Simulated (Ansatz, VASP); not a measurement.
**Ag (Ag strained to the junction's net) in two plane-wave programs**

Aim: how closely do two programs agree when they are given the same cell, functional and k mesh? The structure shown is the end of the Ansatz relaxation below.

Method: plane waves, with VASP 6.6.1 beside it; PBE, in Ansatz 0.2.0.

**1. Starting point**

It takes space group I4/mmm (No. 139, tetragonal). The conventional cell has a = 2.934 Å, b = 2.934 Å, c = 4.131 Å, α = 90.00°, β = 90.00°, γ = 90.00°. Nearest to Ag lie 12 Ag at 2.93 Å.

**2. Ansatz: relaxation, PBE**

Ansatz runs on its default PAW (the set named soft_2) files.

This run makes the geometry at which the two programs are then compared.

Contents of input.yaml:

```yaml
crystal:
  lattice:
    - [2.934, 0.0, 0.0]
    - [0.0, 2.934, 0.0]
    - [0.0, 0.0, 4.1504881856]
  atoms:
    - { symbol: Ag, position: [0.0, 0.0, 0.0] }
    - { symbol: Ag, position: [0.5, 0.5, 0.5] }
kpoints:
  mp_grid: { grid: [12, 12, 8] }
scf:
  occupations: { method: fermi_dirac, width: 0.1 }
  max_iter: 150
hamiltonian:
  xc: pbe
relax:
  f_tol: 0.01
  max_steps: 40
  cell: { fix: [a, b, angles] }
```

Launch:

```sh
ansatz run input.yaml --threads 4 --pin off --max-ram 20480MiB --backend cpu --events-out ev --progress --plain --runs-dir out
```

Numbers of over 12 decimals in the logs are rounded to 6 here.

Output:

```text
Engine: ansatz 0.2.0, aarch64-unknown-linux-gnu
Pseudopotentials: kind: paw
Pseudopotential: Ag, paw, valence charge 19, recommended cutoff 420 eV (normal), Ag.paw.azcp
Functional definition: PBE
  parameter kappa = 0.804
  parameter beta = 0.066725
  exchange = pbe_x(kappa = kappa, mu = beta*pi^2/3)
  correlation = pbe_c(beta = beta)
Crystal: 2 atoms, lattice volume = 35.729 Å³
Basis set: ecut = 420 eV, 681 PW (Γ), exchange–correlation on 40×40×60 points (8 copies of the dense FFT grid, shifted against one another)
Bands: 23, of which v1, the nominal top of the filled ones, is band 19 counted from 1 (18 counted from 0)
Symmetry: 32 space group operations
Space group: I4/mmm (ITA 139), of the structure as read, at distance tolerance 3.3e-5 Å
k-points: 140 of 1152
Non-local potential: Ag, projectors of the file, l = 0: 3, l = 1: 2, l = 2: 2, l = 3: 1
PAW form: soft (Blöchl's): semilocal exchange-correlation on the pseudo side does not see the compensation charge
PAW one-centre angular grid: Ag, 590 points (default); XC on 64 Gauss nodes
Initial density: superposition of atomic densities (neutral atoms: chi_scale 0, normalization atom), corrected by the library's trained network
Initial wavefunctions: pseudopotential atomic-orbital guess
Functional: x = pbe(κ = 0.804, μ = 0.219515), c = pbe(β = 0.066725)
SCF iter   1: F=—  HF=-15181.114916 eV  |F-HF|=—  |Δ(HF+E_count)|=         —  Δρ=8.57e-4  dr2=5.22e-5  ethr=1.77e-3  ⟨swp⟩=4.6  Hψ=11751  notcnv=0
preconditioner: auto → Kerker (q_TF=auto, 2.756 Å⁻¹)  [metal: Δε(μ)=0.065 eV  Ē_g=10.919 eV  σ=0.100 eV  W_gap=0.16  n_scr=14 (ndim 8)  ℏωp=29.1 eV  f_vac=0.000  D(μ)=0.52/eV (n_scr^D=2)]
SCF iter   2: F=—  HF=-15181.115641 eV  |F-HF|=—  |Δ(HF+E_count)|=   7.25e-4  Δρ=4.70e-4  dr2=1.37e-5  ethr=1.37e-7  ⟨swp⟩=2.8  Hψ=7945  notcnv=0
SCF iter   3: F=—  HF=-15181.115715 eV  |F-HF|=—  |Δ(HF+E_count)|=   7.37e-5  Δρ=8.18e-5  dr2=7.71e-7  ethr=3.60e-8  ⟨swp⟩=2.0  Hψ=4782  notcnv=0
iter 4 did not close the SCF: its close was put off for the readings that it lacked (scf_convergence_deferred on its scf_iter line)
SCF iter   4: F=-15181.115717 eV  HF=-15181.115717 eV  |F-HF|=4.66e-8  |Δ(HF+E_count)|=   2.23e-6  Δρ=1.70e-5  dr2=6.29e-8  ethr=2.03e-9  ⟨swp⟩=2.0  Hψ=4772  notcnv=0
iter 5 did not close the SCF: its close was put off for the readings that it lacked (scf_convergence_deferred on its scf_iter line)
SCF iter   5: F=-15181.115717 eV  HF=-15181.115717 eV  |F-HF|=4.77e-10  |Δ(HF+E_count)|=   5.07e-8  Δρ=4.03e-6  dr2=5.42e-9  ethr=1.66e-10  ⟨swp⟩=2.3  Hψ=4594  notcnv=0
SCF iter   6: F=-15181.115717 eV  HF=-15181.115717 eV  |F-HF|=7.09e-11  |Δ(HF+E_count)|=  8.06e-10  Δρ=9.68e-7  dr2=2.58e-10  ethr=1.43e-11  ⟨swp⟩=1.7  Hψ=8797  notcnv=0
SCF 1 converged in 6 iterations: F = -15181.115717 eV  dr2 = 2.58e-10
  greatest PAW one-centre occupation: 1.000 electrons in one spin orbital (limit 2), on the Ag atom at site 1 (counted from 0), in its partial waves of l = 0
relax step   1: F+E_penalty+E_count = -15181.11571693 eV  Δ(F+E_penalty+E_count) = +0.000e0 eV  max|allowed force component| = 9.318e-30 eV/Å  Δτ_max = 0.0000 Å  P = -0.116 GPa  Ω = 35.729 Å³  fix = [a, b, alpha, beta, gamma]  reactions: a +0.060, b +0.060 GPa  (6 SCF iters, dr2 threshold 1.00e-7 eV, accepted)
[...]
relax step   2: F+E_penalty+E_count = -15181.11600583 eV  Δ(F+E_penalty+E_count) = -2.889e-4 eV  max|allowed force component| = 9.664e-30 eV/Å  Δτ_max = 0.0000 Å  P = +0.300 GPa  Ω = 35.564 Å³  energy of the carried Pulay correction = +6.643e-5 eV  fix = [a, b, alpha, beta, gamma]  reactions: a +0.432, b +0.432 GPa  (4 SCF iters, dr2 threshold 2.00e-7 eV, accepted)
[...]
relax step   3: F+E_penalty+E_count = -15181.11593984 eV  Δ(F+E_penalty+E_count) = +6.600e-5 eV  max|allowed force component| = 6.360e-30 eV/Å  Δτ_max = 0.0000 Å  P = +0.302 GPa  Ω = 35.564 Å³  fix = [a, b, alpha, beta, gamma]  reactions: a +0.433, b +0.433 GPa  stress off target by 3.95e-2 GPa on what of the cell is left free  SCF on the basis re-selected at this cell (its energy is not comparable with the rows above)  (5 SCF iters)
basis re-selected at this cell: Δ(F+E_penalty+E_count) = +6.600e-5 eV, ΔP = +0.001 GPa vs the last step (what re-selecting the basis moved, of the pressure what is left beyond the Pulay correction that the steps carried, after the strain that the cell walked since its last selection, with what the two solves' SCF thresholds leave and, on support functions, any second-order correction that the steps lacked; it is no m [...]
SCF converged after 5 iterations
Free energy (F): -15181.115940 eV
Harris-Foulkes:  -15181.115940 eV  (|F-HF|=0.00e0)
Internal energy: -15181.098721 eV  (E = F + TS)
E sigma→0 (E₀):  -15181.107330 eV
Entropy (-TS):   -0.017219 eV (-8.609 meV/atom)
Fermi energy:    16.473327 eV
--- Per-component energies (eV) ---
  E_band       = -499.085145
  E_kinetic    = 1054.025971
  E_local      = -4518.154260  (includes V_loc(G=0)·N_el)
  E_nonlocal   = 160.055924
  E_hartree    = 2048.726264
  E_xc         = -369.496441
  E_vxc        = -469.464780  (∫ρ·V_xc dr)
  E_paw        = -7804.007693  (= ΣΔE_a)
  E_vpaw       = -823.001052  (= ΣTr[D̂ρ^β])
  E_aug_tail   = 0.000658  (compensation charges beyond the density's cutoff)
  E_ewald      = -5752.249143
  E_smearing   = -0.017219  (= −TS)
  E_closure    = 0.000000  (closes the sum)
  Σ components = -15181.115940   (vs F -15181.115940, Δ=0.00e0)
--- Forces (eV/Å), atoms counted from 1 ---
  atom   1  Ag     0.00000000     0.00000000     0.00000000
  atom   2  Ag     0.00000000     0.00000000     0.00000000
  max |Σ_I F_I| component: 2.51e-29 eV/Å
--- Stress (GPa, compression-positive) ---
        0.432696       0.000000       0.000000
       -0.000000       0.432696       0.000000
        0.000000       0.000000       0.039457
  P = ⅓ Tr σ = 0.3016 GPa (3.016 kbar)
--- Relaxed structure (2 steps of the walk, 2 accepted, 1 SCFs on fresh bases) ---
  F+E_penalty+E_count = -15181.11593984 eV   max|allowed force component| = 6.360e-30 eV/Å   (the final SCF, on the basis selected at the relaxed cell)
  cell:  # Å, volume = 35.5641 Å³
    - [2.934, 0, 0.0]
    - [0, 2.934, 0.0]
    - [0.0, 0.0, 4.131352]
  atoms:
    - { symbol: Ag, position: [0.0, 0.0, 0.0] }
    - { symbol: Ag, position: [0.5, 0.5, 0.5] }
```

Reading the cycles: dr2 is the Hartree energy of the density residual (eV), the measure of convergence; HF is the Harris–Foulkes estimate of the energy, which meets the free energy F at convergence.

**3. VASP: single point, PBE**

The same cell, functional, mesh and smearing now go to VASP, with its own data sets.

Lines of VASP's logs that name or quote its potential files are left out, and so is its time.

Contents of INCAR:

```
SYSTEM = Ag
PREC = Accurate
ENCUT = 500
EDIFF = 1E-06
NELM = 120
ISMEAR = -1
SIGMA = 0.1
LREAL = .FALSE.
ALGO = Normal
GGA = PE
NBANDS = 17
LASPH = .TRUE.
LORBIT = 11
LWAVE = .FALSE.
LCHARG = .FALSE.
ISIF = 2
GGA_COMPAT = .FALSE.
```

Contents of POSCAR:

```
Ag
1.0
    2.9340000000      0.0000000000      0.0000000000
    0.0000000000      2.9340000000      0.0000000000
    0.0000000000      0.0000000000      4.1313518689
Ag
2
Direct
    0.0000000000      0.0000000000      0.0000000000
    0.5000000000      0.5000000000      0.5000000000
```

Contents of KPOINTS:

```
Automatic mesh
0
Gamma
12 12 8
0 0 0
```

Potentials, in the order of the species: Ag (PBE family, release 64).

Launch:

```sh
mpirun -np 1 vasp_std
```

Output:

```text
[banner, memory and clock lines left out]
running    1 mpi-ranks, on    1 nodes
 distrk:  each k-point on    1 cores,    1 groups
 distr:  one band on    1 cores,    1 groups

 POSCAR found type information on POSCAR Ag
 POSCAR found :  1 types and       2 ions
 LDA part: xc-table for (Slater+PW92), standard interpolation
 POSCAR, INCAR and KPOINTS ok, starting setup
 FFT: planning ... GRIDC
 FFT: planning ... GRID_SOFT
 FFT: planning ... GRID
 WAVECAR not read
 entering main loop
       N       E                     dE             d eps       ncg     rms          rms(c)
DAV:   1     0.121640250449E+03    0.12164E+03   -0.11230E+04  4808   0.122E+03
DAV:   2    -0.421000967464E+01   -0.12585E+03   -0.11989E+03  4908   0.269E+02
DAV:   3    -0.592487680693E+01   -0.17149E+01   -0.17097E+01  5617   0.363E+01
DAV:   4    -0.593041551727E+01   -0.55387E-02   -0.55383E-02  5485   0.198E+00
DAV:   5    -0.593046634179E+01   -0.50825E-04   -0.50824E-04  5678   0.196E-01    0.662E+00
DAV:   6    -0.546248368695E+01    0.46798E+00   -0.12473E+00  4895   0.122E+01    0.438E+00
DAV:   7    -0.544942516232E+01    0.13059E-01   -0.14538E-02  5430   0.114E+00    0.250E+00
DAV:   8    -0.544441771733E+01    0.50074E-02   -0.11665E-03  5060   0.290E-01    0.110E-01
DAV:   9    -0.544443223411E+01   -0.14517E-04   -0.17945E-05  5921   0.325E-02    0.328E-02
DAV:  10    -0.544444531303E+01   -0.13079E-04   -0.83319E-06  5484   0.280E-02    0.552E-03
DAV:  11    -0.544444473862E+01    0.57441E-06   -0.70289E-08  3108   0.250E-03
   1 F= -.54444447E+01 E0= -.54358334E+01  d E =-.172227E-01
```

OUTCAR, selected parts (step 3):

```text
ion  position               nearest neighbor table
   1  0.000  0.000  0.000-   2 2.93   2 2.93   2 2.93   2 2.93   2 2.93   2 2.93   2 2.93   2 2.93

  LATTYP: Found a simple tetragonal cell.
 ALAT       =     2.9340000000
 C/A-ratio  =     1.4080953882

 Subroutine GETGRP returns: Found 16 space group operations
 (whereof 16 operations were pure point group operations)

The static configuration has the point symmetry D_4h.

 Found    140 irreducible k-points:

   k-points           NKPTS =    140   k-points in BZ     NKDIM =    140   number of bands    NBANDS=     17

   dimension x,y,z NGX =    24 NGY =   24 NGZ =   30
   dimension x,y,z NGXF=    48 NGYF=   48 NGZF=   60

   ENCUT  =  500.0 eV  36.75 Ry    6.06 a.u.   5.35  5.35  7.53*2*pi/ulx,y,z

   NELECT =      22.0000    total number of electrons

 k-points in reciprocal lattice and weights: Automatic mesh
   0.00000000  0.00000000  0.00000000       0.001
   0.08333333  0.00000000  0.00000000       0.003
   0.16666667  0.00000000  0.00000000       0.003
   0.25000000  0.00000000  0.00000000       0.003
   0.33333333  0.00000000  0.00000000       0.003
   0.41666667  0.00000000  0.00000000       0.003
   0.50000000  0.00000000  0.00000000       0.002
   0.08333333  0.08333333  0.00000000       0.003
   0.16666667  0.08333333  0.00000000       0.007
[...]
0.50000000  0.41666667  0.50000000       0.003
   0.50000000  0.50000000  0.50000000       0.001

 average (electrostatic) potential at core
       1 -71.2356       2 -71.2356

 E-fermi :   7.9009

 k-point     1 :       0.0000    0.0000    0.0000
  band No.  band energies     occupation
    ...
      7       4.1471      2.00000
      8       4.1721      2.00000
      9       4.8680      2.00000
     10       5.0920      2.00000
     11       5.0920      2.00000
     12       9.5525      0.00000
     13      14.3501      0.00000
     14      18.2614      0.00000
     15      18.2614      0.00000
     16      23.7874      0.00000
    ...

 k-point     2 :       0.0833    0.0000    0.0000
  band No.  band energies     occupation
    ...
      7       4.1140      2.00000
      8       4.1772      2.00000
      9       4.7986      2.00000
     10       4.8829      2.00000
     11       5.0618      2.00000
     12       9.9101      0.00000
     13      14.3659      0.00000
     14      17.2412      0.00000
     15      18.4999      0.00000
     16      23.7968      0.00000
    ...

 k-point     3 :       0.1667    0.0000    0.0000
  band No.  band energies     occupation
    ...
      7       4.0264      2.00000
      8       4.2225      2.00000
      9       4.4090      2.00000
     10       4.6136      2.00000
     11       4.9725      2.00000
     12      10.8281      0.00000
     13      14.3561      0.00000
     14      15.3172      0.00000
     15      19.1896      0.00000
     16      23.4683      0.00000
    ...

  Total        0.0788161      0.0788161     -0.0064561      0.0000000      0.0000000      0.0000000
  in kB        3.5506913      3.5506913     -0.2908477      0.0000000      0.0000000      0.0000000
  external PRESSURE =       2.2701783 kB  Pullay stress =       0.0000000 kB

  energy-cutoff  :      500.00
  volume of cell :       35.56
      direct lattice vectors                 reciprocal lattice vectors
     2.934000000  0.000000000  0.000000000     0.340831629  0.000000000  0.000000000
     0.000000000  2.934000000  0.000000000     0.000000000  0.340831629  0.000000000
     0.000000000  0.000000000  4.131351869     0.000000000  0.000000000  0.242051520

 POSITION                                       TOTAL-FORCE (eV/Angst)
 -----------------------------------------------------------------------------------
      0.00000      0.00000      0.00000         0.000000     -0.000000      0.000000
      1.46700      1.46700      2.06568        -0.000000      0.000000     -0.000000
 -----------------------------------------------------------------------------------
    total drift:                                0.000000      0.000000     -0.000000

  FREE ENERGIE OF THE ION-ELECTRON SYSTEM (eV)
  ---------------------------------------------------
  free  energy   TOTEN  =        -5.4444447386 eV

  energy  without entropy=       -5.4272220764  energy(sigma->0) =       -5.43583341

 total charge
# of ion       s       p       d       tot
------------------------------------------
    1        0.408   0.274   9.157   9.839
    2        0.408   0.274   9.157   9.839
--------------------------------------------------
tot          0.816   0.547  18.314  19.678

[... 3 further parts left out ...]
```

The run ends at a pressure of 0.23 GPa.

**4. Side by side**

Known differences besides the potentials themselves: the data sets hold 38 valence electrons in Ansatz (on its default PAW (the set named soft_2) files) and 22 in VASP; the cutoff is 420 eV in Ansatz and 500 eV in VASP; Ansatz's pressure holds a Pulay correction, VASP's none. Total energies have different zeros and are not compared.

Compared:

```tsv
quantity	Ansatz	VASP	difference
pressure (GPa)	0.30	0.23	+0.07
```

**5. Results**

```json
{
 "difference in pressure (single point, PBE)": "0.075 GPa"
}
```

In words: The difference in pressure is 0.075 GPa (single point, PBE), within the 1 GPa picked in this series as the mark of a large difference. The data sets hold unlike numbers of valence electrons (38 in Ansatz and 22 in VASP), so part of the differences may come from the potentials. Such differences can come from data sets, numerical settings and the points named under the comparisons, not from the functional's error against experiment.

[Lines on the potential files, build, host, timing and source positions are cut from VASP's logs without a mark.]

[Logs are printed without paths, hosts, clocks, repeated set-up lines and the standing remarks that a program may print on its own settings, such as how far it seeks lower states.]

[Hosts, paths, dates, database ids (printed as entryN), source tags and the programs' standing remarks are cut or masked in the printed files.]
